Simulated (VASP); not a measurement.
All values below come from PBE GGA, VASP's PBE PAW potentials (set 64) (plane waves; VASP 6.6.1).

A VASP calculation is set up with these files.

**INCAR**
```
SYSTEM = PtAl2
PREC = Accurate; ENCUT = 400; LREAL = .FALSE.
LASPH = .TRUE.; NBANDS = 9
EDIFF = 1E-6; NELM = 100; ALGO = Normal
LMAXMIX = 6
ISMEAR = 1; SIGMA = 0.1
GGA = PE
ISIF = 2
LWAVE = .FALSE.; LCHARG = .FALSE.
```

### POSCAR
```
PtAl2
1.0
  0.0000000000   2.9550000000   2.9550000000
  2.9550000000   0.0000000000   2.9550000000
  2.9550000000   2.9550000000   0.0000000000
Al Pt
2 1
Cart
  1.4775000000   1.4775000000   1.4775000000
  4.4325000000   4.4325000000   4.4325000000
  0.0000000000   0.0000000000   0.0000000000
```

### KPOINTS
```
Regular mesh
0
G
  8 8 8
```

POTCAR, in this order: Al Pt (PBE.64 set). Program: vasp_std.

Output

**OSZICAR**
```
       N       E                     dE             d eps       ncg     rms          rms(c)
DAV:   1     0.458625753472E+02    0.45863E+02   -0.58440E+03   546   0.120E+03
DAV:   2    -0.140989975631E+02   -0.59962E+02   -0.56288E+02   730   0.195E+02
DAV:   3    -0.167218373548E+02   -0.26228E+01   -0.24415E+01   645   0.393E+01
DAV:   4    -0.167939174582E+02   -0.72080E-01   -0.42611E-01   617   0.549E+00
DAV:   5    -0.167973075749E+02   -0.33901E-02   -0.33902E-02   591   0.783E-01    0.865E+00
DAV:   6    -0.163404704060E+02    0.45684E+00   -0.41814E+00   533   0.207E+01    0.225E+00
DAV:   7    -0.162603649194E+02    0.80105E-01   -0.31753E-01   524   0.593E+00    0.170E+00
DAV:   8    -0.162311304289E+02    0.29234E-01   -0.35220E-02   552   0.241E+00    0.249E-01
DAV:   9    -0.162310290538E+02    0.10138E-03   -0.38607E-03   552   0.651E-01    0.157E-01
DAV:  10    -0.162311677008E+02   -0.13865E-03   -0.44836E-04   535   0.217E-01    0.154E-02
DAV:  11    -0.162311677321E+02   -0.31293E-07   -0.20728E-05   551   0.526E-02    0.763E-03
DAV:  12    -0.162311695429E+02   -0.18108E-05   -0.75477E-06   520   0.254E-02    0.348E-03
DAV:  13    -0.162311694291E+02    0.11377E-06   -0.23447E-06   347   0.156E-02
   1 F= -.16231169E+02 E0= -.16231415E+02  d E =0.736083E-03
```

**OUTCAR**
```
------------------------ aborting loop because EDIFF is reached ----------------------------------------
  FORCE on cell =-STRESS in cart. coord.  units (eV):
  Direction    XX          YY          ZZ          XY          YZ          ZX
  --------------------------------------------------------------------------------------
  Total        0.7369472      0.7369472      0.7369472     -0.0000000     -0.0000000     -0.0000000
  in kB       22.8793926     22.8793926     22.8793926     -0.0000000     -0.0000000     -0.0000000
  external PRESSURE =      22.8793926 kB  Pullay stress =       0.0000000 kB
  volume of cell :       51.61
      direct lattice vectors                 reciprocal lattice vectors
     0.000000000  2.955000000  2.955000000    -0.169204738  0.169204738  0.169204738
     2.955000000  0.000000000  2.955000000     0.169204738 -0.169204738  0.169204738
     2.955000000  2.955000000  0.000000000     0.169204738  0.169204738 -0.169204738
 POSITION                                       TOTAL-FORCE (eV/Angst)
 -----------------------------------------------------------------------------------
      1.47750      1.47750      1.47750         0.000000     -0.000000     -0.000000
      4.43250      4.43250      4.43250        -0.000000     -0.000000      0.000000
      0.00000      0.00000      0.00000        -0.000000      0.000000     -0.000000
 -----------------------------------------------------------------------------------
    total drift:                               -0.000000     -0.000000      0.000000
  FREE ENERGIE OF THE ION-ELECTRON SYSTEM (eV)
  ---------------------------------------------------
  free  energy   TOTEN  =       -16.2311694291 eV

  energy  without entropy=      -16.2319055118  energy(sigma->0) =      -16.23141479
```
(Selected blocks of OUTCAR.)

The compound is PtAl2 in the fluorite structure. The cell was not relaxed at this level. The run is one of a series of settings (NBANDS = 9 against the base run), some of them coarse on purpose. VASP warned that the highest band is occupied, so more bands are needed.
